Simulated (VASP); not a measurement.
Input for VASP

INCAR:
```
! general
SYSTEM = C
PREC   = Accurate
ENCUT  = 520
LREAL  = .FALSE.   ! projection in real space or not
LASPH  = .TRUE.

! electronic loop
EDIFF  = 1E-7   ! SCF stop (eV)
NELM   = 100   ! most electronic steps
ALGO   = Normal

! smearing
ISMEAR = 0   ! Gaussian
SIGMA  = 0.05

! functional
GGA    = RP   ! RPBE

! ions
IBRION = 2   ! conjugate gradients
NSW    = 30
ISIF   = 4   ! ions and shape, fixed volume
EDIFFG = -0.01   ! ionic stop

! output
LWAVE  = .FALSE.
LCHARG = .FALSE.
```

File KPOINTS:
```
Automatic
0
gamma
  10 10 3
```

File POSCAR:
```
C
1.0
  1.2516277858  -2.1678824092   0.0000000000
  1.2516277858   2.1678824092   0.0000000000
  0.0000000000   0.0000000000   9.0276143624
C
4
direct
  0.0000000000   0.0000000000   0.2500000000
  0.0000000000   0.0000000000   0.7500000000
  0.3333330000   0.6666670000   0.2500000000
  0.6666670000   0.3333330000   0.7500000000
```

POTCAR, in this order: C (PBE.64 set). Program: vasp_std.

Write an equivalent input for Quantum ESPRESSO's pw.x.

One equivalent input (not run):
```
&CONTROL
  calculation = 'vc-relax'
  pseudo_dir = './pseudo'
  outdir = './out'
  tprnfor = .true.
  tstress = .true.
  nstep = 30
  forc_conv_thr = 0.00039
/
&SYSTEM
  ibrav = 0
  nat = 4
  ntyp = 1
  ecutwfc = 82
  occupations = 'smearing'
  smearing = 'gaussian'
  degauss = 0.003675
  input_dft = 'rpbe'
/
&ELECTRONS
  conv_thr = 7.3e-09
  electron_maxstep = 100
/
&IONS
/
&CELL
  cell_dofree = 'shape'
/
ATOMIC_SPECIES
  C 12.011 C.upf
CELL_PARAMETERS angstrom
     1.2516278   -2.1678824    0.0000000
     1.2516278    2.1678824    0.0000000
     0.0000000    0.0000000    9.0276144
ATOMIC_POSITIONS crystal
  C    0.0000000  0.0000000  0.2500000
  C    0.0000000  0.0000000  0.7500000
  C    0.3333330  0.6666670  0.2500000
  C    0.6666670  0.3333330  0.7500000
K_POINTS automatic
  10 10 3 0 0 0
```
Limits of the translation: the potentials are each code's own (VASP's PAW set, PseudoDojo norm-conserving files in pw.x), so ENCUT and ecutwfc are chosen apart and not converted; conv_thr bounds pw.x's estimated SCF error, while EDIFF bounds the energy change between steps; forc_conv_thr acts on force components and is met together with etot_conv_thr.

The compound is C in the graphite structure. This cell is one point of a volume scan, at 1.03 of the reference volume. Symmetry was kept, so distortions that lower it aren't found.
